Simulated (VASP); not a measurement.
```
CELL_PARAMETERS angstrom
      2.04150    -3.53597     0.00000
      2.04150     3.53597     0.00000
      0.00000     0.00000     5.38804
ATOMIC_POSITIONS crystal
  Te 0.33333 0.66667 0.25295
  Te 0.66667 0.33333 0.74705
  Pt 0.00000 0.00000 0.00000
```

Method: PBE GGA, VASP's PBE PAW potentials (set 64) (plane waves; VASP). Numerical set-up: 520 eV cut-off, Gaussian smearing of 0.050 eV, potentials Te Pt.

Unless said otherwise, spin-orbit coupling is left out, though it shifts the bands of the heavy elements here.

Task: Estimate the band gap (along the path) with the smallest direct gap where there is one.

Result: 
```json
{
  "band gap (along the path)": "none (metal, semimetal or under 0.01 eV)"
}
```

The absolute energy has meaning only against runs of the same code, potentials and settings.

The compound is PtTe2 in the 1T layered structure. It was relaxed first, which changed the volume by +6 %.
